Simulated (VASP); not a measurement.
# BaTaCuO5 (P4mm) in VASP: equation of state

How stiff is BaTaCuO5 in PBE, and what volume does it want? The cell is scaled to several volumes.

Program: VASP 6.6.1. These are calculated values, not measurements. Logs are shortened: lines on timing, memory, paths and dates and some standing lists are left out, and cuts for length are marked.

## 1. The structure

Symmetry: P4mm, No. 99, tetragonal system. The conventional cell has a = 3.805 Å, b = 3.805 Å, c = 9.173 Å, α = 90.00°, β = 90.00°, γ = 90.00°. Ta (site symmetry 4mm) has 5 O at 1.87 to 1.95 Å as nearest neighbours. Around Ba (site symmetry 4mm) lie 8 O at 2.68 to 2.90 Å. Around Cu (site symmetry 4mm) lie 4 O at 1.94 Å. O (site symmetry 4mm) is surrounded by 1 Ta at 1.87 Å. O (site symmetry 2mm) is surrounded by 2 Cu at 1.94 Å. Around O (site symmetry 2mm) lie 2 Ta at 1.95 Å.

The cell comes from a database or a generator and needn't be the stable form of this composition.

## 2. Equation of state, PBE, 15.61 Å³/atom (volume scaled by 0.94)

File INCAR:

```
SYSTEM = BaTaCuO5
ALGO     = Normal         ! electronic algorithm
EDIFF    = 1E-7           ! SCF threshold, eV
ENCUT    = 520            ! plane-wave cutoff, eV
GGA      = PE             ! functional
ISIF     = 2              ! what is computed and relaxed
ISMEAR   = -1             ! smearing method
LASPH    = .True.         ! aspherical terms in the spheres
LCHARG   = .False.        ! write CHGCAR
LREAL    = .False.        ! projectors in reciprocal space
LWAVE    = .False.        ! write WAVECAR
NBANDS   = 41             ! bands
NELM     = 80             ! most SCF steps
PREC     = Accurate       ! precision mode
SIGMA    = 0.05           ! smearing width, eV
```

File KPOINTS:

```
k-points
0
Gamma
  7 7 3
  0 0 0
```

File POSCAR:

```
BaTaCuO5
1.0
    3.7276533050      0.0000000000      0.0000000000
    0.0000000000      3.7276533050      0.0000000000
    0.0000000000      0.0000000000      8.9856003557
Ta Ba Cu O
1 1 1 5
Direct
    0.0000000000      0.0000000000      0.7083950000
    0.5000000000      0.5000000000      0.0293030000
    0.0000000000      0.0000000000      0.2753060000
    0.0000000000      0.0000000000      0.9122970000
    0.0000000000      0.5000000000      0.2356750000
    0.5000000000      0.0000000000      0.2356750000
    0.0000000000      0.5000000000      0.6636100000
    0.5000000000      0.0000000000      0.6636100000
```

Potentials or basis: VASP PAW PBE potentials, release 64 (Ta_pv, Ba_sv, Cu, O).

Command:

```sh
$ cat potpaw_PBE.64/Ta_pv/POTCAR potpaw_PBE.64/Ba_sv/POTCAR potpaw_PBE.64/Cu/POTCAR potpaw_PBE.64/O/POTCAR > POTCAR
$ mpirun -np 1 vasp_std > vasp.out
```

OUTCAR:

```text
SYSTEM = BaTaCuO5
   EDIFF = 1E-7
   ENCUT = 520
   GGA = PE
   ISIF = 2
   ISMEAR = -1
   LASPH = .True.
   LREAL = .False.
   NELM = 80
   PREC = Accurate

 Found     20 irreducible k-points:

 Following reciprocal coordinates:
            Coordinates               Weight
  0.000000  0.000000  0.000000      1.000000
  0.142857  0.000000  0.000000      4.000000
  0.285714  0.000000  0.000000      4.000000
  0.428571  0.000000  0.000000      4.000000
  0.142857  0.142857  0.000000      4.000000
  0.285714  0.142857  0.000000      8.000000
   k-points           NKPTS =     20   k-points in BZ     NKDIM =     20   number of bands    NBANDS=     41
   number of dos      NEDOS =    301   number of ions     NIONS =      8
   total plane-waves  NPLWV =  54880
   dimension x,y,z NGX =    28 NGY =   28 NGZ =   70
   dimension x,y,z NGXF=    56 NGYF=   56 NGZF=  140
   ions per type =               1   1   1   5
   NGX,Y,Z   is equivalent  to a cutoff of  12.49, 12.49, 12.95 a.u.
   NGXF,Y,Z  is equivalent  to a cutoff of  24.97, 24.97, 25.90 a.u.
 SYSTEM =  BaTaCuO5
   PREC   = accura    normal or accurate (medium, high low for compatibility)
   ISTART =      0    job   : 0-new  1-cont  2-samecut
   ICHARG =      2    charge: 1-file 2-atom 10-const
   ISPIN  =      1    spin polarized calculation?
   LNONCOLLINEAR =      F non collinear calculations
   LSORBIT =      F    spin-orbit coupling
   LASPH  =      T    aspherical Exc in radial PAW
   ENCUT  =  520.0 eV  38.22 Ry    6.18 a.u.   6.93  6.93 16.71*2*pi/ulx,y,z
   NELM   =     80;   NELMIN=  2; NELMDL= -5     # of ELM steps
   EDIFF  = 0.1E-06   stopping-criterion for ELM
   LREAL  =      F    real-space projection
   EDIFFG = 0.1E-05   stopping-criterion for IOM
   NSW    =      0    number of steps for IOM
   IBRION =     -1    ionic relax: 0-MD 1-quasi-New 2-CG
   NFREE  =      0    steps in history (QN), initial steepest desc. (CG)
   ISIF   =      2    stress and relaxation
   ISYM   =      2    0-nonsym 1-usesym 2-fastsym
   POTIM  = 0.5000    time-step for ionic-motion
   TEBEG  =    0.0;   TEEND  =   0.0 temperature during run
   PSTRESS=    0.0 pullay stress
   NELECT =      62.0000    total number of electrons
   NUPDOWN=      -1.0000    fix difference up-down
   EMIN   =  10.00;   EMAX   =-10.00  energy-range for DOS
   EFERMI =   0.00;   METHOD = LEGACY
   ISMEAR =    -1;   SIGMA  =   0.05  broadening in eV -4-tet -1-fermi 0-gaus
   EFERMI_NEDOS =   21; number of points for ismear=-14 and -15
   IALGO  =     38    algorithm
   IMIX   =      4    mixing-type and parameters
     AMIX     =   0.40;   BMIX     =  1.00
     AMIX_MAG =   1.60;   BMIX_MAG =  1.00
  volume/ion in A,a.u.               =      15.61       105.32
  Fermi-wavevector in a.u.,A,eV,Ry     =   1.296381  2.449805 22.866004  1.680604
  Thomas-Fermi vector in A             =   2.427841
   LORBIT       =      0    0 simple, 1 ext, 2 COOP (PROOUT), +10 PAW based schemes
   GGA     = PE    functional components
   LHFCALC =     F    Hartree Fock is set to
   AEXX    =    0.0000 exact exchange contribution
   IVDW    =     0    specifies the selected vdW correction
   LEPSILON=     F    determine dielectric tensor
   LRPA    =     F    only Hartree local field effects (RPA)
 non-spin polarized calculation
  energy-cutoff  :      520.00
  volume of cell :      124.86
 maximum number of plane-waves:      3386
 NGX is ok and might be reduce to    28
   NGX = 13   NGY = 13   NGZ = 33

 number of electron      61.9999999 magnetization

 Free energy of the ion-electron system (eV)
  ---------------------------------------------------
  ext. energy  EPLUGINS =         0.00000000
  ---------------------------------------------------
  free energy    TOTEN  =       -57.83520520 eV

  energy without entropy =      -57.80561910  energy(sigma->0) =      -57.82041215

 E-fermi :   1.4455     XC(G=0):  -9.6480

 val. band max:        1.4219930225   @ k =   0.4286   0.4286   0.0000
 cond. band min:       1.5041299211   @ k =   0.2857   0.0000   0.0000
 fundamental gap:      0.0821368985
 Fermi energy:         1.4454975075

 k-point     1 :       0.0000    0.0000    0.0000
  band No.  band energies     occupation
      1     -33.0173      2.00000
      2     -32.7527      2.00000
      3     -32.7527      2.00000
      4     -24.2977      2.00000
      5     -16.7442      2.00000
      6     -16.2585      2.00000
[... 33 lines left out ...]
     40       9.0235      0.00000
     41      10.1484      0.00000

 k-point     2 :       0.1429    0.0000    0.0000
  band No.  band energies     occupation
      1     -33.0157      2.00000
      2     -32.7885      2.00000
      3     -32.7513      2.00000
      4     -24.2676      2.00000
      5     -16.6214      2.00000
      6     -16.1769      2.00000
[... 33 lines left out ...]
     40       9.0082      0.00000
     41       9.5829      0.00000

 k-point     3 :       0.2857    0.0000    0.0000
  band No.  band energies     occupation
      1     -33.0120      2.00000
      2     -32.8677      2.00000
      3     -32.7481      2.00000
      4     -24.1986      2.00000
      5     -16.4746      2.00000
      6     -15.9645      2.00000
[... 33 lines left out ...]
     40       9.1515      0.00000
     41       9.3014      0.00000

 k-point     4 :       0.4286    0.0000    0.0000
  band No.  band energies     occupation
      1     -33.0084      2.00000
      2     -32.9304      2.00000
      3     -32.7456      2.00000
      4     -24.1415      2.00000
      5     -16.4289      2.00000
      6     -15.9778      2.00000
[... 33 lines left out ...]
     40       9.2985      0.00000
     41       9.3015      0.00000

 k-point     5 :       0.1429    0.1429    0.0000
  band No.  band energies     occupation
      1     -33.0141      2.00000
      2     -32.7872      2.00000
      3     -32.7869      2.00000
      4     -24.2383      2.00000
      5     -16.4591      2.00000
      6     -16.0977      2.00000
[... 33 lines left out ...]
     40       8.7870      0.00000
     41       9.3704      0.00000

 k-point     6 :       0.2857    0.1429    0.0000
  band No.  band energies     occupation
      1     -33.0104      2.00000
      2     -32.8662      2.00000
      3     -32.7838      2.00000
      4     -24.1710      2.00000
      5     -16.2621      2.00000
      6     -15.9049      2.00000
[... 33 lines left out ...]
     40       8.5442      0.00000
     41       9.3420      0.00000

 [... further k-points ...]

------------------------ aborting loop because EDIFF is reached ----------------------------------------

  FORCE on cell =-STRESS in cart. coord.  units (eV):
  Direction    XX          YY          ZZ          XY          YZ          ZX
  --------------------------------------------------------------------------------------
  -------------------------------------------------------------------------------------
  Total        7.7958802      7.7958802      4.7129893      0.0000000     -0.0000000      0.0000000
  in kB      100.0362980    100.0362980     60.4768148      0.0000000     -0.0000000      0.0000000
  external PRESSURE =      86.8498036 kB  Pullay stress =       0.0000000 kB

 VOLUME and BASIS-vectors are now :
 -----------------------------------------------------------------------------
  energy-cutoff  :      520.00
  volume of cell :      124.86
      direct lattice vectors                 reciprocal lattice vectors
     3.727653305  0.000000000  0.000000000     0.268265291  0.000000000  0.000000000
     0.000000000  3.727653305  0.000000000     0.000000000  0.268265291  0.000000000
     0.000000000  0.000000000  8.985600356     0.000000000  0.000000000  0.111289169

 POSITION                                       TOTAL-FORCE (eV/Angst)
 -----------------------------------------------------------------------------------
      0.00000      0.00000      6.36535        -0.000000      0.000000     -0.285951
      1.86383      1.86383      0.26331         0.000000     -0.000000     -0.352129
      0.00000      0.00000      2.47379         0.000000      0.000000      0.298386
      0.00000      0.00000      8.19754         0.000000      0.000000      1.212168
      0.00000      1.86383      2.11768         0.000000      0.000000      0.094317
      1.86383      0.00000      2.11768         0.000000      0.000000      0.094317
      0.00000      1.86383      5.96293        -0.000000      0.000000     -0.530555
      1.86383      0.00000      5.96293         0.000000      0.000000     -0.530555
 -----------------------------------------------------------------------------------
    total drift:                               -0.000000     -0.000000      0.000865

  FREE ENERGIE OF THE ION-ELECTRON SYSTEM (eV)
  ---------------------------------------------------
  free  energy   TOTEN  =       -57.8352052037 eV

  energy  without entropy=      -57.8056190961  energy(sigma->0) =      -57.82041215
```

It took 2.4 min on 1 thread of Intel Xeon Platinum 8488C (Sapphire Rapids), shared host; peak memory 0.28 GiB.

Results:

```
Free energy            : -57.8352 eV
Pressure               : 8.7 GPa
Largest force          : 1.212 eV/Å
Band gap on the k mesh : none (metal or under the smearing width)
```

Caveat: the run has no spin polarisation, though such a crystal can be magnetic; semilocal functionals often make such compounds metallic where correlation or magnetic order opens a gap, which also shifts bond lengths; forces of over 1 eV/Å show positions far from the minimum, so gaps and moduli don't describe the material at rest.

(Part 1 of 2 ends here.)
